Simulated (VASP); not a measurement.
Data:

```xyz
8
Lattice="5.5396 0.0000 0.0000 0.0000 5.5396 0.0000 0.0000 0.0000 5.5396" Properties=species:S:1:pos:R:3 pbc="T T T"
Zn     5.4549     5.4549     5.4549
Zn     2.8546     2.8546     5.4549
Zn     2.8546     5.4549     2.8546
Zn     5.4549     2.8546     2.8546
Te     1.3849     1.3849     1.3849
S      4.1547     4.1547     1.3849
S      4.1547     1.3849     4.1547
S      1.3849     4.1547     4.1547
```

Computed with PBEsol GGA, VASP's PBE PAW potentials (set 64) (plane waves; VASP). Numerical set-up: 400 eV cut-off, 5×5×5 Γ-centred mesh, tetrahedra with Blöchl corrections, potentials Zn Te S.

The cores are frozen, which limits the accuracy of field gradients.

**Question.** Give the principal components of the electric field gradient (V/Å²) and the asymmetry η at each nucleus.

**Answer.** 
```
atom    Vxx    Vyy   Vzz     η
----  -----  -----  ----  ----
Zn1    -0.2   -0.2   0.4     -
Zn2    -0.2   -0.2   0.4     -
Zn3    -0.2   -0.2   0.4     -
Zn4    -0.2   -0.2   0.4     -
Te5     0.0    0.0   0.0     -
S6    -19.1  -19.1  38.2  0.00
S7    -19.1  -19.1  38.2  0.00
S8    -19.1  -19.1  38.2  0.00
```

The structure was generated: Zn4S3Te was put into an ordered model structure (P-43m), which need not be its known phase. It was relaxed first.
